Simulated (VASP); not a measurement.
Given:

```yaml
crystal:
  lattice:
    - [-3.34302, 3.34302, 2.06632]
    - [3.34302, -3.34302, 2.06632]
    - [3.34302, 3.34302, -2.06632]
  atoms:
    - { symbol: Lu, position: [0.00000, 0.00000, 0.00000] }
    - { symbol: Au, position: [0.20015, 0.39883, 0.59898] }
    - { symbol: Au, position: [0.79985, 0.60117, 0.40102] }
    - { symbol: Au, position: [0.39883, 0.79985, 0.19868] }
    - { symbol: Au, position: [0.60117, 0.20015, 0.80132] }
```

Method: PBEsol GGA, VASP's PBE PAW potentials (set 64) (plane waves; VASP). Settings: 300 eV cut-off, 6×6×6 Γ-centred mesh, Fermi-Dirac smearing of 0.10 eV, potentials Lu_3 Au.

At this cut-off the stress carries a Pulay error, which pulls relaxed volumes low. Unless said otherwise, spin-orbit coupling is left out, though it shifts the bands of the heavy elements here.

### Question
What does the run give for the energy per atom (σ→0), pressure, band gap (on the k-mesh) with the smallest direct gap where there is one?

### Answer

```json
{
  "band gap (on the k-mesh)": "none (metal, semimetal or under 0.01 eV)",
  "energy per atom (σ→0)": "-4741 meV/atom",
  "pressure": "-4.63 GPa"
}
```

Total energies compare only between runs with the same potentials, cut-off and functional.

The structure comes from a computed database's LuAu4 entry (I4/m); how it stands against other phases isn't given here. The cell was not relaxed at this level. The electron count is odd and the run is not spin-polarised, which forces a metal.
